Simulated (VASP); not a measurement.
Output of a VASP run:

**OSZICAR**
```
...
DAV:   7     0.106653278160E+01   -0.14156E+01   -0.20534E+00   468   0.140E+01    0.294E+01
DAV:   8     0.116203764090E+01    0.95505E-01   -0.17798E-01   472   0.537E+00    0.229E+01
DAV:   9     0.104552239072E+01   -0.11652E+00   -0.96747E-02   460   0.353E+00    0.817E+00
DAV:  10     0.103978271369E+01   -0.57397E-02   -0.26498E-02   752   0.162E+00    0.236E+00
DAV:  11     0.103366083122E+01   -0.61219E-02   -0.44560E-02   424   0.301E+00    0.793E-01
DAV:  12     0.102193631761E+01   -0.11725E-01   -0.12873E-02   456   0.167E+00    0.669E-01
DAV:  13     0.101654097628E+01   -0.53953E-02   -0.44587E-03   560   0.691E-01    0.711E-01
DAV:  14     0.101594378390E+01   -0.59719E-03   -0.13923E-03   448   0.516E-01    0.335E-01
DAV:  15     0.101525256027E+01   -0.69122E-03   -0.10317E-04   524   0.143E-01    0.252E-01
DAV:  16     0.101518641526E+01   -0.66145E-04   -0.23463E-05   492   0.645E-02    0.156E-01
DAV:  17     0.101507595259E+01   -0.11046E-03   -0.82704E-05   436   0.132E-01    0.103E-02
DAV:  18     0.101505493586E+01   -0.21017E-04   -0.18389E-05   568   0.535E-02    0.889E-03
DAV:  19     0.101505397291E+01   -0.96295E-06   -0.44948E-06   468   0.267E-02
   1 F= 0.10150540E+01 E0= 0.10150540E+01  d E =0.101505E+01
       N       E                     dE             d eps       ncg     rms          rms(c)
DAV:   1     0.975945570910E+00   -0.39109E-01   -0.93629E-01   496   0.919E+00    0.128E+00
DAV:   2     0.100559688181E+01    0.29651E-01   -0.89294E-02   496   0.256E+00    0.520E-01
DAV:   3     0.101247342832E+01    0.68765E-02   -0.25132E-02   708   0.137E+00    0.446E-01
DAV:   4     0.101162936537E+01   -0.84406E-03   -0.48385E-03   592   0.728E-01    0.923E-02
DAV:   5     0.101112810382E+01   -0.50126E-03   -0.15318E-03   448   0.499E-01    0.169E-01
DAV:   6     0.101084391140E+01   -0.28419E-03   -0.11494E-04   464   0.119E-01    0.456E-02
DAV:   7     0.101080223362E+01   -0.41678E-04   -0.92917E-05   616   0.701E-02    0.871E-03
DAV:   8     0.101080631652E+01    0.40829E-05   -0.27902E-05   392   0.593E-02    0.149E-02
DAV:   9     0.101080049956E+01   -0.58170E-05   -0.85590E-06   432   0.281E-02    0.820E-03
DAV:  10     0.101079881128E+01   -0.16883E-05   -0.19634E-06   408   0.168E-02    0.176E-03
DAV:  11     0.101079919775E+01    0.38648E-06   -0.47880E-07   268   0.767E-03
   2 F= 0.10107992E+01 E0= 0.10107992E+01  d E =-.425478E-02
       N       E                     dE             d eps       ncg     rms          rms(c)
DAV:   1     0.970902954064E+00   -0.39896E-01   -0.10253E+00   496   0.959E+00    0.135E+00
DAV:   2     0.100349341969E+01    0.32590E-01   -0.98451E-02   512   0.267E+00    0.545E-01
DAV:   3     0.101115212188E+01    0.76587E-02   -0.27853E-02   720   0.143E+00    0.470E-01
DAV:   4     0.101011852945E+01   -0.10336E-02   -0.54493E-03   588   0.774E-01    0.975E-02
DAV:   5     0.100956536954E+01   -0.55316E-03   -0.16915E-03   448   0.520E-01    0.179E-01
DAV:   6     0.100926186238E+01   -0.30351E-03   -0.12592E-04   444   0.122E-01    0.489E-02
DAV:   7     0.100921584620E+01   -0.46016E-04   -0.10630E-04   620   0.758E-02    0.892E-03
DAV:   8     0.100922002051E+01    0.41743E-05   -0.31120E-05   388   0.622E-02    0.155E-02
DAV:   9     0.100921353071E+01   -0.64898E-05   -0.92500E-06   432   0.293E-02    0.870E-03
DAV:  10     0.100921170654E+01   -0.18242E-05   -0.21711E-06   396   0.176E-02    0.177E-03
DAV:  11     0.100921214704E+01    0.44049E-06   -0.55543E-07   264   0.816E-03
   3 F= 0.10092121E+01 E0= 0.10092121E+01  d E =-.584183E-02
```

OUTCAR:
```
------------------------ aborting loop because EDIFF is reached ----------------------------------------
  FORCE on cell =-STRESS in cart. coord.  units (eV):
  Direction    XX          YY          ZZ          XY          YZ          ZX
  --------------------------------------------------------------------------------------
  Total        0.0107413      0.0107413      0.0107413      0.0000000      0.0000000      0.0000000
  in kB        0.2297073      0.2297073      0.2297073      0.0000000      0.0000000      0.0000000
  external PRESSURE =       0.2297073 kB  Pullay stress =       0.0000000 kB
  volume of cell :       74.92
      direct lattice vectors                 reciprocal lattice vectors
     0.000000000  3.345964287  3.345964287    -0.149433753  0.149433753  0.149433753
     3.345964287 -0.000000000  3.345964287     0.149433753 -0.149433753  0.149433753
     3.345964287  3.345964287 -0.000000000     0.149433753  0.149433753 -0.149433753
  FREE ENERGIE OF THE ION-ELECTRON SYSTEM (eV)
  ---------------------------------------------------
  free  energy   TOTEN  =         1.0092121470 eV

  energy  without entropy=        1.0092121470  energy(sigma->0) =        1.00921215

 reached required accuracy - stopping structural energy minimisation
```
(Selected blocks of OUTCAR.)

POSCAR:
```
KBr
1
    0.0000000000     3.3000000000     3.3000000000
    3.3000000000     0.0000000000     3.3000000000
    3.3000000000     3.3000000000     0.0000000000
K Br
1 1
Direct
  0.0000000000   0.0000000000   0.0000000000
  0.5000000000   0.5000000000   0.5000000000
```

### Question
Write an INCAR and KPOINTS that could have produced this output.

### Answer
This is not unique; one that fits is the input of the run itself, revTPSS meta-GGA, plane waves, VASP's PBE PAW potentials (set 64).

**KPOINTS**
```
Automatic
0
gamma
 6 6 6
0 0 0
```

**INCAR**
```
ALGO=Normal
EDIFF=1E-6
EDIFFG=-0.01
ENCUT=520
IBRION=2
ISIF=3
ISMEAR=0
LASPH=.TRUE.
LCHARG=.FALSE.
LMAXMIX=4
LMIXTAU=.TRUE.
LREAL=.FALSE.
LWAVE=.FALSE.
METAGGA=RTPSS
NELM=100
NSW=60
PREC=Accurate
SIGMA=0.05
SYSTEM=KBr
```

POTCAR, in this order: K_sv Br (PBE.64 set). Program: vasp_std.

Energy and stress use the plane-wave basis of the starting cell.

The compound is KBr in the rock salt structure. This run relaxes it. Symmetry was kept, so distortions that lower it aren't found.
